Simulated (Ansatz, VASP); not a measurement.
## MgS (Niningerite): VASP beside Ansatz

One calculation is typed for both programs; each brings its own data sets. How far apart do they land? The cell is taken from a series of runs on this material, whose earlier steps may have relaxed, scaled, displaced or heated it; both programs get it as it stands.

Main program and level: Ansatz 0.2.0; plane waves, with VASP 6.6.1 beside it; dielectric response at PBE.

## (1) Set-up

It takes space group Fm-3m (No. 225, cubic). Conventional cell: a = 5.203 Å, b = 5.203 Å, c = 5.203 Å, α = 90.00°, β = 90.00°, γ = 90.00°. Nearest to S lie 6 Mg at 2.60 Å. Nearest to Mg lie 6 S at 2.60 Å. Farther neighbours and most contacts between anions are not listed.

## (2) VASP: dielectric response, PBE

The response to a field tests empty states and converges slowly with the mesh.

Lines of VASP's logs that name or quote its potential files are left out, and so is its time.

The input, INCAR:

```
SYSTEM = MgS
PREC = Accurate
ENCUT = 520
EDIFF = 1E-08
NELM = 120
ISMEAR = 0
SIGMA = 0.01
LREAL = .FALSE.
ALGO = Normal
GGA = PE
NBANDS = 10
LORBIT = 11
LWAVE = .FALSE.
LCHARG = .FALSE.
ISIF = 2
LEPSILON = .TRUE.
LASPH = .TRUE.
GGA_COMPAT = .FALSE.
EFERMI = MIDGAP
```

The input, POSCAR:

```
MgS
1.0
    0.0000000000      2.6016500000      2.6016500000
    2.6016500000      0.0000000000      2.6016500000
    2.6016500000      2.6016500000      0.0000000000
S Mg
1 1
Direct
    0.5000000000      0.5000000000      0.5000000000
    0.0000000000      0.0000000000      0.0000000000
```

The input, KPOINTS:

```
Automatic mesh
0
Gamma
7 7 7
0 0 0
```

PAW data sets: S and Mg (PBE family, release 64).

Run with:

```sh
$ mpirun -np 1 vasp_std
```

Numbers of over 12 decimals in the logs are rounded to 6 here.

The log of the run:

```text
[banner, memory and clock lines left out]
running    1 mpi-ranks, on    1 nodes
 distrk:  each k-point on    1 cores,    1 groups
 distr:  one band on    1 cores,    1 groups

 POSCAR found type information on POSCAR S Mg
 POSCAR found :  2 types and       2 ions
 LDA part: xc-table for (Slater+PW92), standard interpolation
 POSCAR, INCAR and KPOINTS ok, starting setup
 FFT: planning ... GRIDC
 FFT: planning ... GRID_SOFT
 FFT: planning ... GRID
 WAVECAR not read
 entering main loop
       N       E                     dE             d eps       ncg     rms          rms(c)
DAV:   1     0.233404114755E+02    0.23340E+02   -0.35646E+03   408   0.644E+02
DAV:   2    -0.738310446623E+01   -0.30724E+02   -0.29396E+02   536   0.105E+02
DAV:   3    -0.889716328483E+01   -0.15141E+01   -0.15102E+01   490   0.255E+01
DAV:   4    -0.890708121976E+01   -0.99179E-02   -0.99173E-02   456   0.237E+00
DAV:   5    -0.890715961234E+01   -0.78393E-04   -0.78392E-04   488   0.223E-01    0.441E+00
DAV:   6    -0.854175981040E+01    0.36540E+00   -0.82696E-01   428   0.385E+00    0.345E+00
DAV:   7    -0.850147112461E+01    0.40289E-01   -0.22496E-01   446   0.220E+00    0.227E+00
DAV:   8    -0.850156910555E+01   -0.97981E-04   -0.14689E-02   436   0.801E-01    0.968E-01
DAV:   9    -0.850129363795E+01    0.27547E-03   -0.77766E-04   430   0.176E-01    0.330E-01
DAV:  10    -0.850131272101E+01   -0.19083E-04   -0.22434E-04   454   0.745E-02    0.357E-02
DAV:  11    -0.850130926251E+01    0.34585E-05   -0.22686E-05   440   0.221E-02    0.202E-02
DAV:  12    -0.850130913955E+01    0.12296E-06   -0.73466E-07   486   0.561E-03    0.299E-03
DAV:  13    -0.850130910367E+01    0.35885E-07   -0.13512E-08   436   0.750E-04    0.190E-04
DAV:  14    -0.850130906401E+01    0.39654E-07   -0.43566E-09   232   0.323E-04    0.847E-04
DAV:  15    -0.850130907870E+01   -0.14681E-07   -0.14684E-09   218   0.182E-04    0.902E-05
DAV:  16    -0.850130907946E+01   -0.76778E-09   -0.83280E-11   216   0.663E-05
   1 F= -.85013091E+01 E0= -.85013091E+01  d E =0.000000E+00
 Linear response reoptimize wavefunctions to high precision
DAV:   1    -0.850130907948E+01   -0.19782E-10   -0.39064E-12   232   0.181E-05
 Linear response G [H, r] |phi>, progress :
  Direction:   1
       N       E                     dE             d eps       ncg     rms
RMM:   1    -0.392416822290E+02   -0.39242E+02   -0.31563E+01   973   0.451E+01
RMM:   2    -0.317719832893E+02    0.74697E+01   -0.27211E+00   664   0.100E+01
RMM:   3    -0.317700317583E+02    0.19515E-02   -0.41329E-02   680   0.139E+00
RMM:   4    -0.317702996427E+02   -0.26788E-03   -0.68728E-05   685   0.180E-01
RMM:   5    -0.317703592838E+02   -0.59641E-04    0.16889E-05   705   0.278E-02
RMM:   6    -0.317703631717E+02   -0.38879E-05   -0.16273E-06   700   0.463E-03
RMM:   7    -0.317703665351E+02   -0.33634E-05   -0.39107E-05   707   0.848E-04
RMM:   8    -0.317703596658E+02    0.68693E-05   -0.20180E-06   617   0.169E-04
RMM:   9    -0.317703596778E+02   -0.11965E-07    0.61442E-06   538   0.570E-05
RMM:  10    -0.317703596704E+02    0.73611E-08    0.47992E-06   432   0.390E-05
RMM:  11    -0.317703596767E+02   -0.63094E-08    0.49092E-06   361   0.381E-05
RMM:  12    -0.317703596709E+02    0.57897E-08    0.49560E-06   329   0.380E-05
RMM:  13    -0.317703596751E+02   -0.41589E-08    0.45679E-06   268   0.381E-05
 Linear response G [H, r] |phi>, progress :
  Direction:   2
       N       E                     dE             d eps       ncg     rms
RMM:   1    -0.366512567061E+02   -0.36651E+02   -0.27303E+01   963   0.442E+01
RMM:   2    -0.318926158076E+02    0.47586E+01   -0.21694E+00   655   0.935E+00
RMM:   3    -0.318977568191E+02   -0.51410E-02   -0.38016E-02   677   0.132E+00
RMM:   4    -0.318980861112E+02   -0.32929E-03   -0.75484E-05   691   0.179E-01
RMM:   5    -0.318981459490E+02   -0.59838E-04    0.84099E-06   708   0.277E-02
RMM:   6    -0.318981501263E+02   -0.41773E-05   -0.11305E-05   708   0.476E-03
RMM:   7    -0.318981545340E+02   -0.44077E-05   -0.57900E-05   719   0.878E-04
RMM:   8    -0.318981450620E+02    0.94721E-05    0.30379E-06   619   0.184E-04
RMM:   9    -0.318981450739E+02   -0.11924E-07   -0.50078E-07   543   0.680E-05
RMM:  10    -0.318981450835E+02   -0.95854E-08    0.33513E-06   446   0.491E-05
RMM:  11    -0.318981450835E+02   -0.70674E-10   -0.15528E-06   376   0.482E-05
RMM:  12    -0.318981450827E+02    0.84658E-09    0.22543E-06   320   0.483E-05
RMM:  13    -0.318981450781E+02    0.46149E-08    0.16658E-06   280   0.483E-05
 Linear response G [H, r] |phi>, progress :
  Direction:   3
       N       E                     dE             d eps       ncg     rms
RMM:   1    -0.273373051304E+02   -0.27337E+02    0.78533E+01   899   0.437E+01
RMM:   2    -0.232969630193E+02    0.40403E+01   -0.38253E+00   643   0.896E+00
RMM:   3    -0.231561383302E+02    0.14082E+00   -0.10613E-01   654   0.132E+00
RMM:   4    -0.231501444307E+02    0.59939E-02   -0.72800E-04   678   0.168E-01
RMM:   5    -0.231501439202E+02    0.51050E-06   -0.72369E-05   681   0.260E-02
RMM:   6    -0.231501395667E+02    0.43534E-05   -0.43552E-06   694   0.430E-03
RMM:   7    -0.231501389435E+02    0.62325E-06    0.12182E-05   656   0.768E-04
RMM:   8    -0.231501388542E+02    0.89306E-07    0.61903E-05   592   0.153E-04
[...]
RMM:   2    -0.580273961719E+00   -0.92531E-02   -0.76231E-03   670   0.511E-01
RMM:   3    -0.580333293503E+00   -0.59332E-04   -0.10151E-04   659   0.557E-02
RMM:   4    -0.580333870157E+00   -0.57665E-06   -0.14828E-06   677   0.694E-03
RMM:   5    -0.580333877951E+00   -0.77936E-08   -0.23784E-08   645   0.840E-04
 change of polarisation eV/A/(eV/A) component  1 :     1.161     0.517     0.100
 dielectric tensor                  component  1 :     6.963     2.658     0.513
 Linear response to external field (no local field effect), progress :
  Direction:   2
       N       E                     dE             d eps       ncg     rms          rms(c)
RMM:   1    -0.570143013676E+00   -0.57014E+00   -0.22235E+00   911   0.297E+00
RMM:   2    -0.579520198887E+00   -0.93772E-02   -0.77712E-03   664   0.508E-01
RMM:   3    -0.579574883642E+00   -0.54685E-04   -0.10205E-04   668   0.558E-02
RMM:   4    -0.579575468355E+00   -0.58471E-06   -0.15211E-06   688   0.696E-03
RMM:   5    -0.579575475973E+00   -0.76183E-08   -0.24445E-08   654   0.853E-04
 change of polarisation eV/A/(eV/A) component  2 :     0.517     1.159    -0.108
 dielectric tensor                  component  2 :     2.658     6.956    -0.557
 Linear response to external field (no local field effect), progress :
  Direction:   3
       N       E                     dE             d eps       ncg     rms          rms(c)
RMM:   1    -0.293391234046E+00   -0.29339E+00   -0.93382E-01   870   0.234E+00
RMM:   2    -0.297154368391E+00   -0.37631E-02   -0.50154E-03   640   0.407E-01
RMM:   3    -0.297186344590E+00   -0.31976E-04   -0.98065E-05   657   0.490E-02
RMM:   4    -0.297186555759E+00   -0.21117E-06   -0.17720E-06   674   0.651E-03
RMM:   5    -0.297186561434E+00   -0.56751E-08   -0.43245E-08   623   0.832E-04
 change of polarisation eV/A/(eV/A) component  3 :     0.100    -0.108     0.594
 dielectric tensor                  component  3 :     0.513    -0.557     4.054
 Linear response to external field, progress :
  Direction:   1
       N       E                     dE             d eps       ncg     rms          rms(c)
RMM:   1    -0.478543645254E+00   -0.47854E+00   -0.18001E+00  1786   0.276E+00
RMM:   2    -0.485649661377E+00   -0.71060E-02   -0.67962E-03  1311   0.471E-01    0.146E+00
RMM:   3    -0.447792643113E+00    0.37857E-01   -0.39361E-02  1264   0.937E-01    0.761E-01
RMM:   4    -0.463008514633E+00   -0.15216E-01   -0.18154E-02  1308   0.682E-01    0.254E-01
RMM:   5    -0.480579837930E+00   -0.17571E-01   -0.78533E-04  1286   0.208E-01    0.739E-02
RMM:   6    -0.480419260514E+00    0.16058E-03   -0.61352E-06  1365   0.190E-02    0.633E-02
RMM:   7    -0.480930442131E+00   -0.51118E-03   -0.32345E-05  1305   0.324E-02    0.122E-02
RMM:   8    -0.481092860382E+00   -0.16242E-03   -0.18063E-06  1356   0.748E-03    0.121E-03
RMM:   9    -0.481111625475E+00   -0.18765E-04   -0.51375E-08  1381   0.190E-03    0.554E-04
RMM:  10    -0.481119902602E+00   -0.82771E-05    0.76339E-08  1384   0.574E-04    0.251E-04
RMM:  11    -0.481119884070E+00    0.18533E-07   -0.29644E-07  1227   0.743E-05    0.499E-05
RMM:  12    -0.481120424945E+00   -0.54088E-06    0.17368E-09   678   0.300E-05    0.118E-05
RMM:  13    -0.481120246220E+00    0.17872E-06    0.68174E-10   400   0.325E-05    0.780E-06
 change of polarisation eV/A/(eV/A) component  1 :     0.868     0.348     0.076
 dielectric tensor                  component  1 :     5.458     1.788     0.393
 Linear response to external field, progress :
  Direction:   2
       N       E                     dE             d eps       ncg     rms          rms(c)
RMM:   1    -0.477946233627E+00   -0.47795E+00   -0.17941E+00  1794   0.278E+00
RMM:   2    -0.485649759796E+00   -0.77035E-02   -0.68159E-03  1308   0.475E-01    0.146E+00
RMM:   3    -0.447789834126E+00    0.37860E-01   -0.39358E-02  1264   0.937E-01    0.761E-01
RMM:   4    -0.463007765442E+00   -0.15218E-01   -0.18163E-02  1305   0.682E-01    0.254E-01
RMM:   5    -0.480583371449E+00   -0.17576E-01   -0.78587E-04  1282   0.208E-01    0.739E-02
RMM:   6    -0.480422234336E+00    0.16114E-03   -0.61304E-06  1363   0.190E-02    0.632E-02
RMM:   7    -0.480931116038E+00   -0.50888E-03   -0.32464E-05  1304   0.324E-02    0.121E-02
RMM:   8    -0.481092813753E+00   -0.16170E-03   -0.18356E-06  1353   0.751E-03    0.124E-03
RMM:   9    -0.481111246369E+00   -0.18433E-04   -0.12192E-07  1380   0.190E-03    0.573E-04
RMM:  10    -0.481119860127E+00   -0.86138E-05   -0.19790E-07  1386   0.568E-04    0.255E-04
RMM:  11    -0.481119836018E+00    0.24108E-07   -0.39979E-08  1229   0.741E-05    0.531E-05
RMM:  12    -0.481120386658E+00   -0.55064E-06   -0.33101E-10   682   0.308E-05    0.114E-05
RMM:  13    -0.481120219597E+00    0.16706E-06    0.70779E-10   397   0.332E-05    0.779E-06
 change of polarisation eV/A/(eV/A) component  2 :     0.323     0.868    -0.054
 dielectric tensor                  component  2 :     1.658     5.458    -0.276
 Linear response to external field, progress :
  Direction:   3
       N       E                     dE             d eps       ncg     rms          rms(c)
RMM:   1    -0.478065226809E+00   -0.47807E+00   -0.17953E+00  1790   0.278E+00
RMM:   2    -0.485649591187E+00   -0.75844E-02   -0.68027E-03  1304   0.475E-01    0.146E+00
RMM:   3    -0.447778528444E+00    0.37871E-01   -0.39333E-02  1263   0.937E-01    0.761E-01
RMM:   4    -0.463002121250E+00   -0.15224E-01   -0.18123E-02  1308   0.681E-01    0.254E-01
RMM:   5    -0.480599706239E+00   -0.17598E-01   -0.78557E-04  1280   0.208E-01    0.746E-02
RMM:   6    -0.480439795691E+00    0.15991E-03   -0.61357E-06  1361   0.191E-02    0.644E-02
RMM:   7    -0.480923724917E+00   -0.48393E-03   -0.33897E-05  1309   0.330E-02    0.136E-02
RMM:   8    -0.481089762955E+00   -0.16604E-03   -0.20259E-06  1350   0.786E-03    0.110E-03
RMM:   9    -0.481110509426E+00   -0.20746E-04   -0.19690E-07  1388   0.203E-03    0.638E-04
RMM:  10    -0.481119773731E+00   -0.92643E-05   -0.29558E-07  1376   0.610E-04    0.282E-04
RMM:  11    -0.481119804202E+00   -0.30471E-07    0.12374E-08  1259   0.862E-05    0.533E-05
RMM:  12    -0.481120399222E+00   -0.59502E-06   -0.56759E-08   730   0.336E-05    0.146E-05
RMM:  13    -0.481120211256E+00    0.18797E-06   -0.20398E-08   470   0.381E-05    0.796E-06
 change of polarisation eV/A/(eV/A) component  3 :     0.053     0.216     0.868
 dielectric tensor                  component  3 :     0.274     1.108     5.458
 Born effective charges drift removed
```

From OUTCAR (step 2):

```text
ion  position               nearest neighbor table
   1  0.500  0.500  0.500-   2 2.60   2 2.60   2 2.60   2 2.60   2 2.60   2 2.60
   2  0.000  0.000  0.000-   1 2.60   1 2.60   1 2.60   1 2.60   1 2.60   1 2.60

  LATTYP: Found a face centered cubic cell.
 ALAT       =     5.2033000000

 Subroutine GETGRP returns: Found 48 space group operations
 (whereof 48 operations were pure point group operations)

The static configuration has the point symmetry O_h .

 Found     20 irreducible k-points:

   k-points           NKPTS =     20   k-points in BZ     NKDIM =     20   number of bands    NBANDS=     10

   dimension x,y,z NGX =    28 NGY =   28 NGZ =   28
   dimension x,y,z NGXF=    56 NGYF=   56 NGZF=   56

   ENCUT  =  520.0 eV  38.22 Ry    6.18 a.u.   6.84  6.84  6.84*2*pi/ulx,y,z

   NELECT =       8.0000    total number of electrons

 k-points in reciprocal lattice and weights: Automatic mesh
   0.00000000  0.00000000  0.00000000       0.003
   0.14285714  0.00000000  0.00000000       0.023
   0.28571429  0.00000000  0.00000000       0.023
   0.42857143  0.00000000  0.00000000       0.023
   0.14285714  0.14285714  0.00000000       0.017
   0.28571429  0.14285714  0.00000000       0.070
   0.42857143  0.14285714  0.00000000       0.070
  -0.42857143  0.14285714  0.00000000       0.070
  -0.28571429  0.14285714  0.00000000       0.070
[...]
-0.42857143  0.42857143  0.14285714       0.070
  -0.28571429  0.42857143  0.14285714       0.070

 average (electrostatic) potential at core
       1 -86.1295       2 -36.8957

  Total        0.1909641      0.1909641      0.1909641      0.0000000     -0.0000000      0.0000000
  in kB        8.6873167      8.6873167      8.6873167      0.0000000     -0.0000000      0.0000000
  external PRESSURE =       8.6873167 kB  Pullay stress =       0.0000000 kB

  energy-cutoff  :      520.00
  volume of cell :       35.22
      direct lattice vectors                 reciprocal lattice vectors
     0.000000000  2.601650000  2.601650000    -0.192185728  0.192185728  0.192185728
     2.601650000  0.000000000  2.601650000     0.192185728 -0.192185728  0.192185728
     2.601650000  2.601650000  0.000000000     0.192185728  0.192185728 -0.192185728

 POSITION                                       TOTAL-FORCE (eV/Angst)
 -----------------------------------------------------------------------------------
      2.60165      2.60165      2.60165        -0.000000      0.000000      0.000000
      0.00000      0.00000      0.00000         0.000000     -0.000000     -0.000000
 -----------------------------------------------------------------------------------
    total drift:                                0.000000      0.000000      0.000000

 MACROSCOPIC STATIC DIELECTRIC TENSOR (including local field effects in DFT)
 ------------------------------------------------------
           5.458396     0.000000    -0.000000
           0.000000     5.458396    -0.000000
           0.000000     0.000000     5.458396
 ------------------------------------------------------

 PIEZOELECTRIC TENSOR (including local field effects)  for field in x, y, z        (C/m^2)
          XX          YY          ZZ          XY          YZ          ZX
  --------------------------------------------------------------------------------
  x     0.00000     0.00000     0.00000     0.00000     0.00000     0.00000
  y     0.00000     0.00000     0.00000     0.00000     0.00000     0.00000
  z     0.00000     0.00000     0.00000     0.00000     0.00000     0.00000

 BORN EFFECTIVE CHARGES (including local field effects) (in |e|, cummulative output)
 ---------------------------------------------------------------------------------
 ion    1
    1    -2.33603    -0.00000    -0.00000
    2     0.00000    -2.33603     0.00000
    3    -0.00000     0.00000    -2.33603
 ion    2
    1     2.33603     0.00000     0.00000
    2    -0.00000     2.33603     0.00000
    3     0.00000    -0.00000     2.33603
```

(Continued in part 2 of 2.)

[Lines on the potential files, build, host, timing and source positions are cut from VASP's logs without a mark.]

[Logs are printed without paths, hosts, clocks, repeated set-up lines and the standing remarks that a program may print on its own settings, such as how far it seeks lower states.]

[Hosts, paths, dates, database ids (printed as entryN), source tags and the programs' standing remarks are cut or masked in the printed files.]
